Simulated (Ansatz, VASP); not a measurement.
**Si16F (a cell with a defect) in VASP and in Ansatz**

```
Si F
1.0
     0.00000    5.43000    5.43000
     5.43000    0.00000    5.43000
     5.43000    5.43000    0.00000
Si F
16 1
Direct
  0.99949 0.00230 0.99922
  0.12364 0.13129 0.12336
  0.01080 0.00271 0.49338
  0.12364 0.13131 0.62194
  0.99921 0.50385 0.99850
  0.12527 0.62614 0.12446
  0.99916 0.50387 0.49876
  0.13506 0.62229 0.62147
  0.49373 0.00211 0.01109
  0.62227 0.13127 0.12336
  0.49373 0.00200 0.49334
  0.63761 0.08677 0.63789
  0.49943 0.50372 0.99856
  0.62214 0.62172 0.13497
  0.50790 0.47683 0.50764
  0.62205 0.62159 0.62140
  0.73895 0.78606 0.73768
```

Alike in both runs: functional PBE; dispersion D3(BJ); k mesh 2 × 2 × 2; occupations fermi-dirac, width 0.05 eV; collinear spin.

Ansatz relaxed the structure, and its values are those at the end. VASP's run is a single point on that final structure, the one shown.

```csv
,VASP,Ansatz
version,VASP 6.6.1,Ansatz 0.2.0
potentials or method,"VASP PAW PBE potentials, release 64 (Si, F)","scalar-relativistic, plane waves, PAW"
plane-wave cutoff (eV),520,420
valence electrons in the cell,71,71
```

|  | VASP | Ansatz | Ansatz less VASP |
| --- | --- | --- | --- |
| rms of the force components (eV/Å) | 0.013 | 0.007 | -0.0064 |
| net moment per atom (μB) | 0.00 | 0.00 | 0.000 |
| dispersion energy (meV/atom) | -304.6 | -304.7 | -0.07 |

Ansatz warned: «seeded_moment_not_kept».

Caveats: the k mesh is coarse (spacing up to 0.50 Å⁻¹), so the values aren't converged.
